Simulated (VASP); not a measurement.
## Driving VASP from ASE on TaAs

Do ASE scripts that read TaAs from different structure formats give one answer, and do several routes find one equilibrium volume? All runs use LDA. Left out of this account: at least 1 further run (fields: a reference on another mesh). The start is a computed cell from the Materials Project.

Main program and level: VASP 6.6.1; LDA; plane waves and PAW (Ta_pv, As).

**1. The structure**

The structure is tetragonal, space group I4_1md (No. 109). The conventional cell has a = 3.444 Å, b = 3.444 Å, c = 11.736 Å, α = 90.00°, β = 90.00°, γ = 90.00°. Nearest to Ta lie 6 As at 2.61 to 2.62 Å. Nearest to As lie 6 Ta at 2.61 to 2.62 Å. Farther neighbours are not listed.

Structure file:

```xyz
4
Lattice="0.0000 -3.4436 0.0000 -3.4436 0.0000 0.0000 1.7218 -1.7218 -5.8679" Properties=species:S:1:pos:R:3 pbc="T T T"
Ta    0.0000   -1.7218   -0.0004
Ta    0.0000   -3.4436   -2.9344
As    0.0000   -1.7218   -4.8982
As   -1.7218   -1.7218   -1.9642
```

**2. A single point (LDA, through ASE)**

A single point through ASE, with the structure read from a POSCAR.

Input file run.py:

```python
import numpy as np
from ase.calculators.vasp import Vasp
from ase.io import read
from ase.dft.bandgap import bandgap

atoms = read('structure.vasp')

calc = Vasp(
    xc='lda',
    pp='LDA',
    prec='Accurate',
    encut=400,
    ediff=1e-06,
    nelm=100,
    ismear=-1,
    sigma=0.05,
    lreal=False,
    algo='Normal',
    nbands=22,
    lasph=True,
    lorbit=11,
    lwave=False,
    lcharg=False,
    kpar=4,
    isif=2,
    pp_version='64',
    setups={'Ta': '_pv', 'As': ''},
    kpts=(9, 9, 9),
    gamma=True,
    txt='vasp.out',
)
atoms.calc = calc

print("energy (eV):", round(atoms.get_potential_energy(), 6))
print("Fermi level (eV):", round(calc.get_fermi_level(), 4))
print("forces (eV/A):")
print(np.round(atoms.get_forces(), 4))
print("stress (GPa, Voigt, tension positive):", np.round(atoms.get_stress() * 160.21766, 3))
gap, p1, p2 = bandgap(calc, direct=False)
print("gap on the mesh (eV):", round(gap, 4))
```

Input file structure.vasp:

```
TaAs
1.0
    0.0000000000     -3.4436267244      0.0000000000
   -3.4436267244      0.0000000000      0.0000000000
    1.7218133622     -1.7218133622     -5.8679415361
Ta As
2 2
Direct
    0.4999673000      0.0000327000      0.0000654000
    0.7499673000      0.2500327000      0.5000654000
    0.0826321200      0.4173678800      0.8347357600
    0.3326321200      0.6673678800      0.3347357600
```

PAW data sets: Ta_pv and As (LDA family, release 64).

On the command line:

```bash
$ export ASE_VASP_COMMAND="mpirun -np 4 vasp_std"
$ python run.py
```

The program printed:

```text
energy (eV): -38.892833
Fermi level (eV): 6.92
forces (eV/A):
[[ 0.      0.      0.0188]
 [-0.     -0.      0.0188]
 [-0.      0.     -0.0188]
 [-0.      0.     -0.0188]]
stress (GPa, Voigt, tension positive): [ 6.564  6.564  6.61  -0.    -0.    -0.   ]
gap on the mesh (eV): 0.0
```

Wall time 19 s (4 MPI ranks of AMD EPYC 7R43, shared host); peak memory 0.63 GiB.

The logs omit lines about the potential files and the build; timing stands in the text.

ASE turned this into the INCAR:

```
ENCUT = 400.000000
SIGMA = 0.050000
EDIFF = 1.00e-06
ALGO = Normal
PREC = Accurate
ISIF = 2
ISMEAR = -1
KPAR = 4
LORBIT = 11
NBANDS = 22
NELM = 100
LASPH = .TRUE.
LCHARG = .FALSE.
LWAVE = .FALSE.
LREAL = .FALSE.
```

The KPOINTS that ASE wrote:

```
KPOINTS created by Atomic Simulation Environment
0
Gamma
9 9 9
0 0 0
```

vasp.out:

```text
[banner, memory and clock lines left out]
running    4 mpi-ranks, on    1 nodes
 distrk:  each k-point on    1 cores,    4 groups
 distr:  one band on    1 cores,    1 groups

 POSCAR found type information on POSCAR TaAs
 POSCAR found :  2 types and       4 ions
 LDA part: xc-table for (Slater(with rela. corr.)+CA(PZ))
 , standard interpolation
 POSCAR, INCAR and KPOINTS ok, starting setup
 FFT: planning ... GRIDC
 FFT: planning ... GRID_SOFT
 FFT: planning ... GRID
 WAVECAR not read
 entering main loop
       N       E                     dE             d eps       ncg     rms          rms(c)
DAV:   1     0.204924183257E+03    0.20492E+03   -0.14617E+04  3332   0.115E+03
DAV:   2    -0.315252725285E+02   -0.23645E+03   -0.22669E+03  3842   0.326E+02
DAV:   3    -0.406264268300E+02   -0.91012E+01   -0.88537E+01  4236   0.587E+01
DAV:   4    -0.407860983196E+02   -0.15967E+00   -0.15886E+00  4052   0.736E+00
DAV:   5    -0.407901335282E+02   -0.40352E-02   -0.40317E-02  4312   0.886E-01    0.210E+01
DAV:   6    -0.390265044076E+02    0.17636E+01   -0.54778E+00  4016   0.139E+01    0.876E+00
DAV:   7    -0.389172130788E+02    0.10929E+00   -0.44100E-01  4652   0.405E+00    0.258E+00
DAV:   8    -0.388964909382E+02    0.20722E-01   -0.41614E-02  4124   0.944E-01    0.272E-01
DAV:   9    -0.388960491908E+02    0.44175E-03   -0.37266E-03  4220   0.306E-01    0.115E-01
DAV:  10    -0.388959556056E+02    0.93585E-04   -0.47247E-04  4050   0.169E-01    0.216E-02
DAV:  11    -0.388959543214E+02    0.12841E-05   -0.26654E-05  4442   0.293E-02    0.138E-02
DAV:  12    -0.388959524981E+02    0.18233E-05   -0.94287E-06  4102   0.212E-02    0.143E-03
DAV:  13    -0.388959524808E+02    0.17311E-07   -0.37977E-07  2490   0.423E-03
   1 F= -.38895952E+02 E0= -.38892833E+02  d E =-.623954E-02
```

OUTCAR, selected parts (step 2):

```text
ion  position               nearest neighbor table
   1  0.500  0.000  0.000-   4 2.61   4 2.61   3 2.62   3 2.62   3 2.62   3 2.62   2 3.40   2 3.40
                             2 3.40   2 3.40
   2  0.750  0.250  0.500-   3 2.61   3 2.61   4 2.62   4 2.62   4 2.62   4 2.62   1 3.40   1 3.40
                             1 3.40   1 3.40
   3  0.083  0.417  0.835-   2 2.61   2 2.61   1 2.62   1 2.62   1 2.62   1 2.62
   4  0.333  0.667  0.335-   1 2.61   1 2.61   2 2.62   2 2.62   2 2.62   2 2.62

  LATTYP: Found a body centered tetragonal cell.
 ALAT       =     3.4436267244
 C/A-ratio  =     3.4080009279

 Subroutine GETGRP returns: Found  8 space group operations
 (whereof  4 operations were pure point group operations)

The static configuration has the point symmetry C_2v.
 The point group associated with its full space group is C_4v.

 Found     75 irreducible k-points:

   k-points           NKPTS =     75   k-points in BZ     NKDIM =     75   number of bands    NBANDS=     22

   dimension x,y,z NGX =    24 NGY =   24 NGZ =   42
   dimension x,y,z NGXF=    48 NGYF=   48 NGZF=   84

   ENCUT  =  400.0 eV  29.40 Ry    5.42 a.u.   5.62  5.62 10.36*2*pi/ulx,y,z

   NELECT =      32.0000    total number of electrons

 k-points in reciprocal lattice and weights: KPOINTS created by Atomic Simulation Env
   0.00000000  0.00000000  0.00000000       0.001
   0.11111111  0.00000000 -0.00000000       0.011
   0.22222222  0.00000000 -0.00000000       0.011
   0.33333333  0.00000000  0.00000000       0.011
   0.44444444  0.00000000 -0.00000000       0.011
   0.11111111  0.11111111  0.00000000       0.005
   0.22222222  0.11111111 -0.00000000       0.022
   0.33333333  0.11111111  0.00000000       0.022
   0.44444444  0.11111111 -0.00000000       0.022
[...]
0.00000000  0.00000000  0.44444444       0.003
  -0.11111111  0.00000000  0.44444444       0.005

 average (electrostatic) potential at core
       1 -36.6667       2 -36.6667       3 -51.0861       4 -51.0861

 E-fermi :   6.9200

 k-point     1 :       0.0000    0.0000    0.0000
  band No.  band energies     occupation
    ...
     12       4.4793      2.00000
     13       4.6006      2.00000
     14       4.9801      2.00000
     15       5.3197      2.00000
     16       5.3197      2.00000
     17       7.8238      0.00000
     18       8.4734      0.00000
     19       9.2474      0.00000
     20      10.0234      0.00000
     21      10.0234      0.00000
    ...

 k-point     2 :       0.1111    0.0000   -0.0000
  band No.  band energies     occupation
    ...
     12       4.3577      2.00000
     13       4.6908      2.00000
     14       4.9131      2.00000
     15       5.2629      2.00000
     16       5.5728      2.00000
     17       7.6102      0.00000
     18       8.2186      0.00000
     19       9.1571      0.00000
     20       9.5752      0.00000
     21      10.1337      0.00000
    ...

 k-point     3 :       0.2222    0.0000   -0.0000
  band No.  band energies     occupation
    ...
     12       4.0792      2.00000
     13       4.9057      2.00000
     14       5.0105      2.00000
     15       5.0957      2.00000
     16       6.0794      2.00000
     17       7.3212      0.00065
     18       8.0456      0.00000
     19       8.4793      0.00000
     20       9.2001      0.00000
     21       9.8584      0.00000
    ...

  Total       -2.8507352     -2.8507352     -2.8709895      0.0000000      0.0000000      0.0000000
  in kB      -65.6371249    -65.6371249    -66.1034728      0.0000000      0.0000000      0.0000000
  external PRESSURE =     -65.7925742 kB  Pullay stress =       0.0000000 kB

  energy-cutoff  :      400.00
  volume of cell :       69.59
      direct lattice vectors                 reciprocal lattice vectors
     0.000000000 -3.443626724  0.000000000     0.000000000 -0.290391520  0.085208756
    -3.443626724  0.000000000  0.000000000    -0.290391520  0.000000000 -0.085208756
     1.721813362 -1.721813362 -5.867941536     0.000000000  0.000000000 -0.170417512

 POSITION                                       TOTAL-FORCE (eV/Angst)
 -----------------------------------------------------------------------------------
      0.00000     -1.72181     -0.00038         0.000000      0.000000      0.018805
      0.00000     -3.44363     -2.93435        -0.000000     -0.000000      0.018805
      0.00000     -1.72181     -4.89818        -0.000000      0.000000     -0.018805
     -1.72181     -1.72181     -1.96421        -0.000000      0.000000     -0.018805
 -----------------------------------------------------------------------------------
    total drift:                               -0.000001      0.000001      0.000141

  FREE ENERGIE OF THE ION-ELECTRON SYSTEM (eV)
  ---------------------------------------------------
  free  energy   TOTEN  =       -38.8959524808 eV

  energy  without entropy=      -38.8897129398  energy(sigma->0) =      -38.89283271

 total charge
# of ion       s       p       d       tot
------------------------------------------
    1        0.278   6.157   2.420   8.854
    2        0.278   6.157   2.420   8.854
    3        1.196   1.682   0.081   2.958
    4        1.196   1.682   0.081   2.958
--------------------------------------------------
tot          2.947  15.676   5.001  23.624

[... 3 further parts left out ...]
```

At this level the cell is under a tension of 6.6 GPa, so at these settings it is away from equilibrium. The electron count would fill whole bands, but the bands touch or overlap. That can be a semimetal, a small gap that the functional closes or, with several bands partly filled, an ordinary metal.

Numbers from this step:

| Quantity | Value |
| --- | --- |
| SCF cycles | 13 |
| electrons | 32 |
| bands | 22 |
| irreducible k-points | 75 |
| symmetry operations | 8 |
| free energy (TOTEN) | -38.90 eV |
| energy at zero smearing | -38.89 eV |
| Fermi energy | 6.92 eV |
| pressure | -6.579 GPa |
| metallic, judged on the points sampled | yes |

The pressure is -6.58 GPa and the largest force 0.019 eV/Å, so the cell is not at a minimum at these settings.

**3. A single point (LDA, through ASE), try 2**

System of this step: TaAs. It takes space group I4_1md (No. 109, tetragonal). Conventional cell: a = 3.444 Å, b = 3.444 Å, c = 11.736 Å, α = 90.00°, β = 90.00°, γ = 90.00°. Nearest to Ta lie 6 As at 2.61 to 2.62 Å. Nearest to As lie 6 Ta at 2.61 to 2.62 Å. Farther neighbours are not listed.

The single point through ASE, with the structure read from a CIF with its space group. The file expands to the conventional cell of 8 atoms, on a 6×6×2 mesh.

Edit run.py of step 2 so:

```diff
@@ -5,3 +5,3 @@
 
-atoms = read('structure.vasp')
+atoms = read('TaAs.cif')
 
@@ -18,3 +18,3 @@
     algo='Normal',
-    nbands=22,
+    nbands=40,
     lasph=True,
@@ -27,3 +27,3 @@
     setups={'Ta': '_pv', 'As': ''},
-    kpts=(9, 9, 9),
+    kpts=(6, 6, 2),
     gamma=True,
```

Input file TaAs.cif:

```cif
data_TaAs
_cell_length_a 3.44362672
_cell_length_b 3.44362672
_cell_length_c 11.73588307
_cell_angle_alpha 90.00000000
_cell_angle_beta 90.00000000
_cell_angle_gamma 90.00000000
_space_group_name_H-M_alt 'I4_1md'
_space_group_name_Hall 'I 4bw -2'
_space_group_IT_number 109
loop_
_space_group_symop_operation_xyz
'x,y,z'
'-y,x+1/2,z+1/4'
'-x+1/2,-y+1/2,z+1/2'
'y+1/2,-x,z+3/4'
'-x,y,z'
'y,x+1/2,z+1/4'
'x+1/2,-y+1/2,z+1/2'
'-y+1/2,-x,z+3/4'
'x+1/2,y+1/2,z+1/2'
'-y+1/2,x,z+3/4'
'-x,-y,z'
'y,-x+1/2,z+1/4'
'-x+1/2,y+1/2,z+1/2'
'y+1/2,x,z+3/4'
'x,-y,z'
'-y,-x+1/2,z+1/4'
loop_
_atom_site_label
_atom_site_type_symbol
_atom_site_symmetry_multiplicity
_atom_site_Wyckoff_symbol
_atom_site_fract_x
_atom_site_fract_y
_atom_site_fract_z
_atom_site_occupancy
Ta1 Ta 4 a 0.5000000000 0.0000000000 0.0000327000 1
As1 As 4 a 0.5000000000 0.0000000000 0.4173678800 1
```

The program printed:

```text
energy (eV): -77.73982
Fermi level (eV): 6.8757
forces (eV/A):
[[ 0.      0.     -0.0186]
 [-0.     -0.     -0.0186]
 [-0.     -0.     -0.0186]
 [-0.      0.     -0.0186]
 [-0.     -0.      0.0186]
 [-0.     -0.      0.0186]
 [-0.     -0.      0.0186]
 [ 0.     -0.      0.0186]]
stress (GPa, Voigt, tension positive): [ 6.681  6.681  5.919 -0.    -0.    -0.   ]
gap on the mesh (eV): 0.1148
```

Run time: 40 s. Hardware: 4 MPI ranks; peak memory 0.68 GiB.

ASE turned this into the INCAR:

```
ENCUT = 400.000000
SIGMA = 0.050000
EDIFF = 1.00e-06
ALGO = Normal
PREC = Accurate
ISIF = 2
ISMEAR = -1
KPAR = 4
LORBIT = 11
NBANDS = 40
NELM = 100
LASPH = .TRUE.
LCHARG = .FALSE.
LWAVE = .FALSE.
LREAL = .FALSE.
```

The KPOINTS that ASE wrote:

```
KPOINTS created by Atomic Simulation Environment
0
Gamma
6 6 2
0 0 0
```

vasp.out:

```text
[banner, memory and clock lines left out]
running    4 mpi-ranks, on    1 nodes
 distrk:  each k-point on    1 cores,    4 groups
 distr:  one band on    1 cores,    1 groups

 POSCAR found type information on POSCAR TaAs
 POSCAR found :  2 types and       8 ions
 LDA part: xc-table for (Slater(with rela. corr.)+CA(PZ))
 , standard interpolation
 POSCAR, INCAR and KPOINTS ok, starting setup
 FFT: planning ... GRIDC
 FFT: planning ... GRID_SOFT
 FFT: planning ... GRID
 WAVECAR not read
 entering main loop
       N       E                     dE             d eps       ncg     rms          rms(c)
DAV:   1     0.473215759577E+03    0.47322E+03   -0.28689E+04  1640   0.127E+03
DAV:   2    -0.549461392626E+02   -0.52816E+03   -0.51053E+03  1856   0.370E+02
DAV:   3    -0.809963113367E+02   -0.26050E+02   -0.25472E+02  2008   0.730E+01
DAV:   4    -0.815540236134E+02   -0.55771E+00   -0.55414E+00  1952   0.100E+01
DAV:   5    -0.815726500215E+02   -0.18626E-01   -0.18607E-01  1992   0.142E+00    0.297E+01
DAV:   6    -0.780100270050E+02    0.35626E+01   -0.12845E+01  2008   0.153E+01    0.124E+01
DAV:   7    -0.777868371981E+02    0.22319E+00   -0.11923E+00  2152   0.477E+00    0.282E+00
DAV:   8    -0.777496567079E+02    0.37180E-01   -0.11716E-01  2088   0.129E+00    0.388E-01
DAV:   9    -0.777488872424E+02    0.76947E-03   -0.87833E-03  2024   0.346E-01    0.171E-01
DAV:  10    -0.777487177058E+02    0.16954E-03   -0.83425E-04  1952   0.169E-01    0.281E-02
DAV:  11    -0.777487146023E+02    0.31036E-05   -0.12793E-04  2040   0.361E-02    0.198E-02
DAV:  12    -0.777487107098E+02    0.38925E-05   -0.35746E-05  2088   0.284E-02    0.310E-03
DAV:  13    -0.777487103798E+02    0.33000E-06   -0.29095E-06  1600   0.698E-03
   1 F= -.77748710E+02 E0= -.77739820E+02  d E =-.177812E-01
```

Parts of OUTCAR (step 3):

```text
  LATTYP: Found a simple tetragonal cell.
 ALAT       =     3.4436267200
 C/A-ratio  =     3.4080009316

 Found     20 irreducible k-points:

   k-points           NKPTS =     20   k-points in BZ     NKDIM =     20   number of bands    NBANDS=     40

   dimension x,y,z NGX =    24 NGY =   24 NGZ =   80
   dimension x,y,z NGXF=    48 NGYF=   48 NGZF=  160

   ENCUT  =  400.0 eV  29.40 Ry    5.42 a.u.   5.62  5.62 19.14*2*pi/ulx,y,z

   NELECT =      64.0000    total number of electrons

 E-fermi :   6.8757

 k-point     1 :       0.0000    0.0000    0.0000
  band No.  band energies     occupation
    ...
     28       4.9768      2.00000
     29       5.3194      2.00000
     30       5.3194      2.00000
     31       6.0679      2.00000
     32       6.0679      2.00000
     33       7.8159      0.00000
     34       8.1227      0.00000
     35       8.1227      0.00000
     36       8.4647      0.00000
     37       9.1702      0.00000
    ...

 k-point     2 :       0.1667    0.0000    0.0000
  band No.  band energies     occupation
    ...
     28       5.0451      2.00000
     29       5.1624      2.00000
     30       5.1627      2.00000
     31       5.7325      2.00000
     32       6.5836      1.99421
     33       7.3539      0.00014
     34       7.4414      0.00002
     35       8.0507      0.00000
     36       8.4441      0.00000
     37       8.7911      0.00000
    ...

  Total       -5.8032434     -5.8032434     -5.1418705      0.0000000      0.0000000      0.0000000
  in kB      -66.8087676    -66.8087676    -59.1948335      0.0000000      0.0000000      0.0000000
  external PRESSURE =     -64.2707895 kB  Pullay stress =       0.0000000 kB

  energy-cutoff  :      400.00
  volume of cell :      139.17
      direct lattice vectors                 reciprocal lattice vectors
     3.443626720  0.000000000  0.000000000     0.290391521  0.000000000  0.000000000
     0.000000000  3.443626720  0.000000000     0.000000000  0.290391521  0.000000000
     0.000000000  0.000000000 11.735883070     0.000000000  0.000000000  0.085208756

 POSITION                                       TOTAL-FORCE (eV/Angst)
 -----------------------------------------------------------------------------------
      1.72181      0.00000      0.00038         0.000000      0.000000     -0.018553
      0.00000      0.00000      2.93435        -0.000000     -0.000000     -0.018553
      0.00000      1.72181      5.86833        -0.000000     -0.000000     -0.018553
      1.72181      1.72181      8.80230        -0.000000      0.000000     -0.018553
      1.72181      0.00000      4.89818        -0.000000     -0.000000      0.018553
      0.00000      0.00000      7.83215        -0.000000     -0.000000      0.018553
      0.00000      1.72181     10.76612        -0.000000     -0.000000      0.018553
      1.72181      1.72181      1.96421         0.000000     -0.000000      0.018553
 -----------------------------------------------------------------------------------
    total drift:                                0.000000     -0.000000     -0.000324

  FREE ENERGIE OF THE ION-ELECTRON SYSTEM (eV)
  ---------------------------------------------------
  free  energy   TOTEN  =       -77.7487103798 eV

  energy  without entropy=      -77.7309291893  energy(sigma->0) =      -77.73981978

 total charge
# of ion       s       p       d       tot
------------------------------------------
    1        0.278   6.157   2.416   8.851
    2        0.278   6.157   2.416   8.851
    3        0.278   6.157   2.416   8.851
    4        0.278   6.157   2.416   8.851
    5        1.196   1.684   0.080   2.960
    6        1.196   1.684   0.080   2.960
    7        1.196   1.684   0.080   2.960
    8        1.196   1.684   0.080   2.960
--------------------------------------------------
tot          5.895  31.366   9.985  47.245

[... 2 parts as in an earlier step ...]

[... 7 further parts left out ...]
```

The gap is read on the k-mesh alone, so it is an upper bound where the band edges lie off the mesh, and a coarse mesh can show a gap where there is none. At this level the cell is under a tension of 6.4 GPa, so at these settings it is away from equilibrium.

A gap read on the k-mesh alone can miss the band edges.

This step gave:

* electrons: 64
* bands: 40
* irreducible k-points: 20
* free energy (TOTEN): -77.7487 eV
* energy at zero smearing: -77.7398 eV
* Fermi energy: 6.876 eV
* pressure: -6.427 GPa
* metallic, judged on the points sampled: no
* valence top at k: 0.3333, 0, 0.5
* conduction bottom at k: 0.5, 0, 0
* least direct gap at k: 0.5, 0, 0
* gap on the k-mesh: 0.1148 eV
* least direct gap on the k-mesh: 0.1193 eV

The energy lies +5.73 meV an atom from the first script, since this cell and mesh sample the zone at other points.

[end of part 1 of 3]

[Lines on the potential files, build, host, timing and source positions are cut from VASP's logs without a mark.]

[Logs are printed without paths, hosts, clocks, repeated set-up lines and the standing remarks that a program may print on its own settings, such as how far it seeks lower states.]

[Hosts, paths, dates, database ids (printed as entryN), source tags and the programs' standing remarks are cut or masked in the printed files.]

[A measured line is paired with the nearest computed mode of its activity, which favours agreement.]

[In band tables of VASP the shares of atoms and orbitals are scaled to a sum of 1 inside the atoms' spheres.]
